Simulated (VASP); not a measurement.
A run of VASP 6.6.1 is set up as follows.

File INCAR:

```
SYSTEM = NiMoIrPdW
PREC     = Accurate       ! precision mode
ENCUT    = 520            ! plane-wave cutoff, eV
EDIFF    = 1E-6           ! SCF threshold, eV
ISMEAR   = -1             ! smearing method
SIGMA    = 0.05           ! smearing width, eV
LREAL    = .False.        ! projectors in reciprocal space
LASPH    = .True.         ! aspherical terms in the spheres
NELM     = 100            ! most SCF steps
ALGO     = Fast           ! electronic algorithm
ISIF     = 2              ! what is computed and relaxed
LWAVE    = .False.        ! write WAVECAR
LCHARG   = .True.         ! write CHGCAR
ISPIN    = 2              ! spin polarisation
MAGMOM   = 1 1 0 0.6 0    ! initial moments
LORBIT   = 11             ! projections on sites
LMAXMIX  = 4              ! l up to which the mixer works
GGA      = PE             ! functional
IVDW     = 2              ! dispersion correction
LVHAR    = .True.       
KPAR     = 4
```

File KPOINTS:

```
regular mesh
0
Gamma
  11 11 3
  0 0 0
```

Contents of POSCAR:

```
NiMoIrPdW
1.0
    2.7660900000      0.0000000000      0.0000000000
   -1.3830500000      2.3955100000      0.0000000000
    0.0000000000      0.0000000000     11.0227800000
Ni Mo Pd Ir W
1 1 1 1 1
Direct
    0.3333300000      0.6666700000      0.5971100000
    0.0000000000      0.0000000000      0.4107400000
    0.6666700000      0.3333300000      0.7952000000
    0.6666700000      0.3333300000      0.1996100000
    0.3333300000      0.6666700000      0.9973400000
```

Potentials or basis: VASP PAW PBE potentials, release 64 (Ni, Mo_sv, Pd, Ir, W_sv).

Command:

```sh
$ cat potpaw_PBE.64/Ni/POTCAR potpaw_PBE.64/Mo_sv/POTCAR potpaw_PBE.64/Pd/POTCAR potpaw_PBE.64/Ir/POTCAR potpaw_PBE.64/W_sv/POTCAR > POTCAR
$ mpirun -np 4 vasp_std > vasp.out
```

(1) Estimate the Hirshfeld charges.

(2) Predict the dispersion energy per atom.

(3) What does it give for the net moment?

(4) Estimate the band gap on the k mesh.

## Answers

(1) Ni -0.01; Mo +0.00; Pd -0.03; Ir -0.00; W +0.03 e.

(2) -0.766 eV.

(3) 0.00 μB per cell.

(4) none (metal or under the smearing width).

Caveat: atom-pairwise D2, TS and ULG terms overbind metals.
